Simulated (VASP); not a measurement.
Method: HSE06 screened hybrid, VASP's PBE PAW potentials (set 64) (plane waves; VASP).

VASP ran on this input.

### POSCAR
```
PSi62
1
   10.9370747000     0.0000000000     0.0000000000
    0.0000000000    10.9370747000     0.0000000000
    0.0000000000     0.0000000000    10.9370747000
Si P
62 1
Direct
  0.5014370747   0.9983646582   0.9983796915
  0.6251917723   0.1243451026   0.1244700725
  0.7504987997   0.2493228691   0.9995732921
  0.8754963026   0.3746438123   0.1244254228
  0.7504024624   0.9995070166   0.2494746725
  0.8754390242   0.1243073884   0.3746910921
  0.0008623879   0.9990358467   0.9991142263
  0.1257994508   0.1247757462   0.1250663194
  0.2522151495   0.2508026653   0.0019931359
  0.3790659750   0.3754559532   0.1293766151
  0.5003508013   0.4994769034   0.0006200991
  0.6244148852   0.6208486921   0.1292287698
  0.7491009009   0.7476949204   0.0019449778
  0.8751263377   0.8740722283   0.1250475585
  0.2521786947   0.0016704701   0.2510703545
  0.3789973150   0.1292157305   0.3754347591
  0.5094395504   0.2518736297   0.2518076385
  0.7480281252   0.4904873594   0.2517603479
  0.8706449691   0.6208130328   0.3754490154
  0.5003913373   0.0006176477   0.4994638860
  0.6243836646   0.1287522522   0.6214151333
  0.7487299749   0.2511289595   0.4918025813
  0.8711252150   0.3753797274   0.6215308463
  0.7490272260   0.0014135538   0.7479598203
  0.8750148510   0.1247414300   0.8741182335
  0.0014381136   0.4983673205   0.9984196481
  0.1248451717   0.6235736262   0.1270002977
  0.2492436501   0.7505645977   0.0022629958
  0.3762421017   0.8749887387   0.1269958340
  0.0002965149   0.2494531082   0.2494874628
  0.1241063694   0.3750191265   0.3751211106
  0.2524907719   0.4994221783   0.2538227697
  0.3766646746   0.6232379841   0.3837627841
  0.5003907058   0.7473214990   0.2537445744
  0.6248620437   0.8757015253   0.3751018376
  0.0014457802   0.9983997842   0.4983758420
  0.1249233464   0.1267875840   0.6237501059
  0.2525770206   0.2536506198   0.4995797461
  0.3767194723   0.3836701710   0.6233356054
  0.6160418441   0.6231460454   0.6233525919
  0.7462609268   0.7472691779   0.4995500235
  0.8730714884   0.8749002754   0.6237518980
  0.2491946153   0.0020797714   0.7506820024
  0.3761307382   0.1268598855   0.8750371990
  0.5002655802   0.2536626412   0.7475112256
  0.6247973147   0.3749934216   0.8757847689
  0.7461742276   0.4994438758   0.7474999956
  0.8730035946   0.6236792224   0.8750025988
  0.9982443361   0.7477261765   0.2510940034
  0.1260322353   0.8738713957   0.3744341513
  0.9992053801   0.4994522315   0.4995124268
  0.1223285812   0.6257827574   0.6259968988
  0.2493422265   0.7505089954   0.5024804137
  0.3740938612   0.8775760312   0.6260596144
  0.9984873416   0.2507699251   0.7480983000
  0.1261673355   0.3741621718   0.8742077167
  0.2492367898   0.5021987234   0.7507118962
  0.3738996201   0.6258445542   0.8775505022
  0.4976388885   0.7505552637   0.7507455490
  0.6256875553   0.8737454048   0.8741346082
  0.9977733293   0.7505963124   0.7506783974
  0.1250369017   0.8747606649   0.8749158121
  0.5031593034   0.4967276160   0.4967512305
```

### INCAR
```
! general
SYSTEM    =  PSi62
PREC      =  Normal
ENCUT     =  400   ! plane-wave cut-off (eV)
LREAL     =  Auto   ! projection in real space or not
LASPH     =  .TRUE.   ! aspherical one-centre terms
ISYM      =  0
NELECT    =  254.0

! electronic loop
EDIFF     =  1E-5
NELM      =  50   ! most electronic steps
NELMIN    =  4
ALGO      =  Normal   ! blocked Davidson

! smearing
ISMEAR    =  0   ! Gaussian
SIGMA     =  0.05   ! width (eV)

! functional
GGA       =  PE
LHFCALC   =  .TRUE.
AEXX      =  0.25
HFSCREEN  =  0.2
PRECFOCK  =  Fast

! ions
ISIF      =  0

! output
LWAVE     =  .FALSE.
LCHARG    =  .FALSE.
```

KPOINTS:
```
Automatic mesh
0
Gamma
1 1 1
0 0 0
```

POTCAR, in this order: Si P (PBE.64 set). Program: vasp_gam. Read from the step before: WAVECAR.

The run wrote:

**OUTCAR**
```
 ion  position               nearest neighbor table
   1  0.501  0.998  0.998-  60 2.36   2 2.37  44 2.38  29 2.38
   2  0.625  0.124  0.124-  17 2.34   5 2.37   3 2.37   1 2.37
   3  0.750  0.249  1.000-  25 2.37  46 2.37   4 2.37   2 2.37
   4  0.875  0.375  0.124-  18 2.34  30 2.37   3 2.37  26 2.37
   5  0.750  1.000  0.249-  14 2.37  35 2.37   2 2.37   6 2.37
   6  0.875  0.124  0.375-  22 2.34   5 2.37  30 2.37  36 2.37
   7  0.001  0.999  0.999-  62 2.35  25 2.38   8 2.38  14 2.38
   8  0.126  0.125  0.125-  30 2.37  15 2.37   9 2.37   7 2.38
   9  0.252  0.251  0.002-  44 2.37   8 2.37  56 2.38  10 2.39
  10  0.379  0.375  0.129-  11 2.36  32 2.37  17 2.38   9 2.39
  11  0.500  0.499  0.001-  46 2.36  12 2.36  10 2.36  58 2.37
  12  0.624  0.621  0.129-  11 2.36  34 2.37  18 2.38  13 2.39
  13  0.749  0.748  0.002-  48 2.37  14 2.37  60 2.38  12 2.39
  14  0.875  0.874  0.125-   5 2.37  13 2.37  49 2.37   7 2.38
  15  0.252  0.002  0.251-  29 2.37   8 2.37  50 2.38  16 2.39
  16  0.379  0.129  0.375-  20 2.36  38 2.37  17 2.38  15 2.39
  17  0.509  0.252  0.252-   2 2.34  10 2.38  16 2.38
  18  0.748  0.490  0.252-   4 2.34  12 2.38  19 2.38
  19  0.871  0.621  0.375-  51 2.36  41 2.37  18 2.38  49 2.39
  20  0.500  0.001  0.499-  35 2.36  16 2.36  21 2.36  54 2.37
  21  0.624  0.129  0.621-  20 2.36  45 2.37  22 2.38  24 2.39
  22  0.749  0.251  0.492-   6 2.34  21 2.38  23 2.38
  23  0.871  0.375  0.622-  51 2.36  47 2.37  22 2.38  55 2.39
  24  0.749  0.001  0.748-  42 2.37  25 2.37  60 2.38  21 2.39
  25  0.875  0.125  0.874-   3 2.37  24 2.37  55 2.37   7 2.38
  26  0.001  0.498  0.998-  56 2.36   4 2.37  48 2.38  27 2.38
  27  0.125  0.624  0.127-  49 2.37  28 2.38  26 2.38  32 2.39
  28  0.249  0.751  0.002-  58 2.36  62 2.37  27 2.38  29 2.38
  29  0.376  0.875  0.127-  15 2.37  28 2.38   1 2.38  34 2.39
  30  0.000  0.249  0.249-   8 2.37  31 2.37   4 2.37   6 2.37
  31  0.124  0.375  0.375-  51 2.36  32 2.36  38 2.36  30 2.37
  32  0.252  0.499  0.254-  31 2.36  10 2.37  33 2.39  27 2.39
  33  0.377  0.623  0.384-  63 2.31  53 2.36  34 2.39  32 2.39
  34  0.500  0.747  0.254-  35 2.36  12 2.37  33 2.39  29 2.39
  35  0.625  0.876  0.375-  20 2.36  34 2.36  41 2.36   5 2.37
  36  0.001  0.998  0.498-  50 2.36   6 2.37  37 2.38  42 2.38
  37  0.125  0.127  0.624-  55 2.37  43 2.37  36 2.38  38 2.39
  38  0.253  0.254  0.500-  31 2.36  16 2.37  39 2.39  37 2.39
  39  0.377  0.384  0.623-  63 2.31  57 2.36  45 2.39  38 2.39
...
```

OSZICAR:
```
       N       E                     dE             d eps       ncg     rms          rms(c)
DAV:   1    -0.381668240211E+03   -0.38167E+03   -0.12403E+01   320   0.799E+00    0.190E+01
DAV:   2    -0.381775762871E+03   -0.10752E+00   -0.32662E-01   360   0.123E+00    0.124E+01
DAV:   3    -0.381761512276E+03    0.14251E-01   -0.27615E-02   352   0.332E-01    0.740E+00
DAV:   4    -0.381755616685E+03    0.58956E-02   -0.14096E-02   344   0.240E-01    0.430E+00
DAV:   5    -0.381751253649E+03    0.43630E-02   -0.14971E-02   352   0.249E-01    0.249E+00
DAV:   6    -0.381748509931E+03    0.27437E-02   -0.13048E-02   344   0.216E-01    0.139E+00
DAV:   7    -0.381750958247E+03   -0.24483E-02   -0.35976E-03   344   0.104E-01    0.826E-01
DAV:   8    -0.381757170143E+03   -0.62119E-02   -0.13790E-02   376   0.191E-01    0.754E-01
DAV:   9    -0.381759688352E+03   -0.25182E-02   -0.57415E-02   360   0.446E-01    0.908E-01
DAV:  10    -0.381748672826E+03    0.11016E-01   -0.11860E-01   360   0.642E-01    0.785E-01
DAV:  11    -0.381741030358E+03    0.76425E-02   -0.11995E-01   352   0.569E-01    0.455E-01
DAV:  12    -0.381749340915E+03   -0.83106E-02   -0.37703E-02   344   0.282E-01    0.398E-01
DAV:  13    -0.381750281284E+03   -0.94037E-03   -0.12368E-02   344   0.240E-01    0.432E-01
DAV:  14    -0.381749344346E+03    0.93694E-03   -0.43327E-02   360   0.351E-01    0.464E-01
DAV:  15    -0.381751899056E+03   -0.25547E-02   -0.82503E-02   352   0.369E-01    0.529E-01
DAV:  16    -0.381755760793E+03   -0.38617E-02   -0.52471E-02   344   0.369E-01    0.642E-01
DAV:  17    -0.381755158617E+03    0.60218E-03   -0.47759E-02   352   0.416E-01    0.662E-01
DAV:  18    -0.381745041502E+03    0.10117E-01   -0.49748E-02   344   0.436E-01    0.465E-01
DAV:  19    -0.381744512516E+03    0.52899E-03   -0.27813E-02   352   0.304E-01    0.321E-01
DAV:  20    -0.381758453071E+03   -0.13941E-01   -0.10444E-02   336   0.190E-01    0.703E-01
DAV:  21    -0.381771971017E+03   -0.13518E-01   -0.22321E-01   360   0.525E-01    0.120E+00
DAV:  22    -0.381750121457E+03    0.21850E-01   -0.22115E-01   360   0.897E-01    0.104E+00
DAV:  23    -0.381731589122E+03    0.18532E-01   -0.24793E-01   352   0.809E-01    0.546E-01
DAV:  24    -0.381754287738E+03   -0.22699E-01   -0.71937E-02   344   0.383E-01    0.577E-01
DAV:  25    -0.381753540546E+03    0.74719E-03   -0.46029E-02   376   0.393E-01    0.676E-01
DAV:  26    -0.381751316752E+03    0.22238E-02   -0.17491E-01   352   0.556E-01    0.750E-01
DAV:  27    -0.381754813314E+03   -0.34966E-02   -0.13613E-01   344   0.587E-01    0.783E-01
DAV:  28    -0.381753278351E+03    0.15350E-02   -0.99706E-02   344   0.548E-01    0.691E-01
DAV:  29    -0.381746077847E+03    0.72005E-02   -0.58644E-02   336   0.442E-01    0.487E-01
DAV:  30    -0.381746805054E+03   -0.72721E-03   -0.22654E-02   344   0.287E-01    0.369E-01
DAV:  31    -0.381758273854E+03   -0.11469E-01   -0.47486E-02   344   0.245E-01    0.700E-01
DAV:  32    -0.381768603292E+03   -0.10329E-01   -0.20262E-01   368   0.530E-01    0.112E+00
DAV:  33    -0.381746710811E+03    0.21892E-01   -0.20522E-01   352   0.843E-01    0.953E-01
DAV:  34    -0.381732126921E+03    0.14584E-01   -0.20780E-01   352   0.743E-01    0.514E-01
DAV:  35    -0.381756546671E+03   -0.24420E-01   -0.96183E-02   344   0.352E-01    0.703E-01
DAV:  36    -0.381764979195E+03   -0.84325E-02   -0.21892E-01   368   0.485E-01    0.107E+00
DAV:  37    -0.381749773708E+03    0.15205E-01   -0.27968E-01   360   0.825E-01    0.103E+00
DAV:  38    -0.381741396774E+03    0.83769E-02   -0.29331E-01   344   0.806E-01    0.734E-01
DAV:  39    -0.381764659997E+03   -0.23263E-01   -0.20804E-01   344   0.531E-01    0.904E-01
DAV:  40    -0.381754871170E+03    0.97888E-02   -0.18023E-01   344   0.617E-01    0.937E-01
DAV:  41    -0.381737462606E+03    0.17409E-01   -0.21548E-01   352   0.722E-01    0.705E-01
DAV:  42    -0.381758925851E+03   -0.21463E-01   -0.23480E-01   344   0.555E-01    0.895E-01
DAV:  43    -0.381775272594E+03   -0.16347E-01   -0.28665E-01   336   0.628E-01    0.126E+00
DAV:  44    -0.381736424357E+03    0.38848E-01   -0.28884E-01   352   0.933E-01    0.982E-01
DAV:  45    -0.381734779522E+03    0.16448E-02   -0.28723E-01   352   0.785E-01    0.709E-01
DAV:  46    -0.381774021822E+03   -0.39242E-01   -0.29925E-01   344   0.508E-01    0.119E+00
DAV:  47    -0.381763143513E+03    0.10878E-01   -0.36967E-01   352   0.865E-01    0.130E+00
DAV:  48    -0.381730277823E+03    0.32866E-01   -0.44645E-01   344   0.103E+00    0.905E-01
DAV:  49    -0.381769468577E+03   -0.39191E-01   -0.39034E-01   352   0.728E-01    0.110E+00
DAV:  50    -0.381763933229E+03    0.55353E-02   -0.31108E-01   336   0.780E-01
   1 F= -.38176393E+03 E0= -.38175545E+03  d E =-.169644E-01
```

### OUTCAR
```
------------------------ aborting loop EDIFF was not reached (unconverged)  ----------------------------
  volume of cell :     1308.29
      direct lattice vectors                 reciprocal lattice vectors
    10.937074700  0.000000000  0.000000000     0.091432127  0.000000000  0.000000000
     0.000000000 10.937074700  0.000000000     0.000000000  0.091432127  0.000000000
     0.000000000  0.000000000 10.937074700     0.000000000  0.000000000  0.091432127
 POSITION                                       TOTAL-FORCE (eV/Angst)
 -----------------------------------------------------------------------------------
      5.48425     10.91919     10.91935        -0.133316      0.060470      0.008945
      6.83777      1.35997      1.36134         0.265425     -0.070903      0.029966
      8.20826      2.72686     10.93241         0.043098     -0.029235     -0.015686
      9.57537      4.09751      1.36085         0.005037      0.088556      0.095249
      8.20721     10.93168      2.72852         0.069710      0.016959      0.041618
      9.57474      1.35956      4.09802         0.049065     -0.104676      0.268965
      0.00943     10.92653     10.92739        -0.095139      0.075603      0.032605
      1.37588      1.36468      1.36786         0.017775     -0.019573      0.015769
      2.75850      2.74305      0.02180        -0.042015     -0.010100     -0.061051
      4.14587      4.10639      1.41500        -0.033391      0.101874      0.019527
      5.47237      5.46282      0.00678        -0.061081      0.106128      0.045750
      6.82927      6.79027      1.41338         0.199765     -0.023362      0.048974
      8.19297      8.17760      0.02127        -0.072053     -0.008528     -0.020667
      9.57132      9.55979      1.36765        -0.012749     -0.027622      0.057624
      2.75810      0.01827      2.74598        -0.039228     -0.007442     -0.181141
      4.14512      1.41324      4.10616         0.189446      0.005092      0.263262
      5.57178      2.75476      2.75404        -0.095543      0.191224     -0.264502
      8.18124      5.36450      2.75352        -0.209362      0.083425     -0.294186
      9.52231      6.78988      4.10631        -0.039524     -0.245393     -0.045068
      5.47282      0.00676      5.46267        -0.042030      0.048306      0.043390
      6.82893      1.40817      6.79646         0.387654     -0.146598      0.165577
      8.18892      2.74662      5.37888        -0.027884     -0.000809     -0.038596
      9.52756      4.10556      6.79773         0.110630     -0.341035      0.180263
      8.19217      0.01546      8.18049        -0.291811      0.071840     -0.006731
      9.57010      1.36431      9.56030         0.061009     -0.046358     -0.068266
      0.01573      5.45068     10.91979        -0.099067      0.063231      0.046647
      1.36544      6.82007      1.38901        -0.000597     -0.024888      0.058824
      2.72600      8.20898      0.02475        -0.015658     -0.000022     -0.004863
      4.11499      9.56982      1.38896        -0.005557     -0.019399      0.021602
      0.00324      2.72829      2.72866        -0.048078     -0.012319      0.065847
      1.35736      4.10161      4.10273        -0.007981      0.018426     -0.053571
      2.76151      5.46222      2.77608        -0.024124      0.061389     -0.007974
      4.11961      6.81640      4.19724         0.072065     -0.112430      0.024285
      5.47281      8.17351      2.77522         0.002000      0.005279      0.000346
      6.83416      9.57761      4.10252         0.024280      0.000776     -0.050292
      0.01581     10.91957      5.45077        -0.022432      0.047498     -0.229779
      1.36630      1.38669      6.82200         0.020515     -0.050858      0.031766
      2.76245      2.77420      5.46394        -0.062773     -0.007453      0.042390
      4.12021      4.19623      6.81747         0.055803      0.046137      0.035665
      6.73770      6.81539      6.81765         0.016493     -0.076807      0.034543
      8.16191      8.17294      5.46362        -0.035525      0.048629      0.013782
      9.54885      9.56885      6.82202         0.034994     -0.003494      0.018270
      2.72546      0.02275      8.21027        -0.017641      0.047841     -0.045359
      4.11377      1.38748      9.57035        -0.006400     -0.033736     -0.077706
      5.47144      2.77433      8.17559         0.013751     -0.036075     -0.029680
      6.83345      4.10133      9.57852         0.019993      0.009421     -0.105071
      8.16096      5.46245      8.17546         0.035487      0.007850     -0.030426
      9.54811      6.82123      9.56997         0.006145     -0.031440     -0.052668
     10.91787      8.17794      2.74623        -0.047645      0.002612     -0.136481
      1.37842      9.55760      4.09521         0.033420     -0.007702      0.276844
     10.92838      5.46255      5.46320        -0.072036      0.022494     -0.006407
      1.33792      6.84423      6.84657         0.024633     -0.011928     -0.000376
      2.72707      8.20837      5.49567        -0.015595      0.032927     -0.072519
      4.09149      9.59811      6.84726         0.004250     -0.023037      0.005236
     10.92053      2.74269      8.18201        -0.058524      0.251421     -0.015272
      1.37990      4.09224      9.56128         0.030136     -0.161667     -0.035356
      2.72592      5.49258      8.21059        -0.032137      0.024147     -0.005113
      4.08937      6.84491      9.59784         0.052724     -0.021807     -0.085547
      5.44271      8.20888      8.21096        -0.065742      0.038266     -0.013082
      6.84319      9.55622      9.56048         0.222784     -0.063441     -0.007492
     10.91272      8.20933      8.21023        -0.052424      0.015659     -0.036551
      1.36754      9.56732      9.56902         0.033486     -0.011325      0.000524
      5.50309      5.43275      5.43301        -0.216511      0.197979      0.103423
 -----------------------------------------------------------------------------------
    total drift:                               -0.030725     -0.011781     -0.009273
  FREE ENERGIE OF THE ION-ELECTRON SYSTEM (eV)
  ---------------------------------------------------
  free  energy   TOTEN  =      -381.7639332293 eV

  energy  without entropy=     -381.7469688441  energy(sigma->0) =     -381.75545104

  exchange ACFDT corr.  =         0.00000000  see jH, gK, PRB 81, 115126
```
(Selected blocks of OUTCAR.)

File stdout:
```
...
DAV:  31    -0.381758273854E+03   -0.11469E-01   -0.47486E-02   344   0.245E-01    0.700E-01
DAV:  32    -0.381768603292E+03   -0.10329E-01   -0.20262E-01   368   0.530E-01    0.112E+00
DAV:  33    -0.381746710811E+03    0.21892E-01   -0.20522E-01   352   0.843E-01    0.953E-01
DAV:  34    -0.381732126921E+03    0.14584E-01   -0.20780E-01   352   0.743E-01    0.514E-01
DAV:  35    -0.381756546671E+03   -0.24420E-01   -0.96183E-02   344   0.352E-01    0.703E-01
DAV:  36    -0.381764979195E+03   -0.84325E-02   -0.21892E-01   368   0.485E-01    0.107E+00
DAV:  37    -0.381749773708E+03    0.15205E-01   -0.27968E-01   360   0.825E-01    0.103E+00
DAV:  38    -0.381741396774E+03    0.83769E-02   -0.29331E-01   344   0.806E-01    0.734E-01
DAV:  39    -0.381764659997E+03   -0.23263E-01   -0.20804E-01   344   0.531E-01    0.904E-01
DAV:  40    -0.381754871170E+03    0.97888E-02   -0.18023E-01   344   0.617E-01    0.937E-01
DAV:  41    -0.381737462606E+03    0.17409E-01   -0.21548E-01   352   0.722E-01    0.705E-01
DAV:  42    -0.381758925851E+03   -0.21463E-01   -0.23480E-01   344   0.555E-01    0.895E-01
DAV:  43    -0.381775272594E+03   -0.16347E-01   -0.28665E-01   336   0.628E-01    0.126E+00
DAV:  44    -0.381736424357E+03    0.38848E-01   -0.28884E-01   352   0.933E-01    0.982E-01
DAV:  45    -0.381734779522E+03    0.16448E-02   -0.28723E-01   352   0.785E-01    0.709E-01
DAV:  46    -0.381774021822E+03   -0.39242E-01   -0.29925E-01   344   0.508E-01    0.119E+00
DAV:  47    -0.381763143513E+03    0.10878E-01   -0.36967E-01   352   0.865E-01    0.130E+00
DAV:  48    -0.381730277823E+03    0.32866E-01   -0.44645E-01   344   0.103E+00    0.905E-01
DAV:  49    -0.381769468577E+03   -0.39191E-01   -0.39034E-01   352   0.728E-01    0.110E+00
DAV:  50    -0.381763933229E+03    0.55353E-02   -0.31108E-01   336   0.780E-01

 -----------------------------------------------------------------------------
|                                                                             |
|           W    W    AA    RRRRR   N    N  II  N    N   GGGG   !!!           |
|           W    W   A  A   R    R  NN   N  II  NN   N  G    G  !!!           |
|           W    W  A    A  R    R  N N  N  II  N N  N  G       !!!           |
|           W WW W  AAAAAA  RRRRR   N  N N  II  N  N N  G  GGG   !            |
|           WW  WW  A    A  R   R   N   NN  II  N   NN  G    G                |
|           W    W  A    A  R    R  N    N  II  N    N   GGGG   !!!           |
|                                                                             |
|     The electronic self-consistency was not achieved in the given           |
|     number of steps (NELM). The forces and other quantities evaluated       |
|     might not be reliable so examine the results carefully. If you find     |
|     spurious results, we suggest increasing NELM, if you were close to      |
|     convergence or switching to a different ALGO or adjusting the           |
|     density mixing parameters otherwise.                                    |
|                                                                             |
 -----------------------------------------------------------------------------

   1 F= -.38176393E+03 E0= -.38175545E+03  d E =-.169644E-01
```

The run did not converge; its last values are not results.

The cell is charged, with a uniform compensating background. The supercell is sampled at Γ alone, which is coarse: total energies, pressure and levels can be off, energies of defects by several tenths of an eV.

The cell is a supercell with a defect, built from Si (diamond): P_Si-vac_Si, charge -1. The cell's shape comes from a PBE relaxation. The run is not spin-polarised, so no state with unpaired spins was tried.
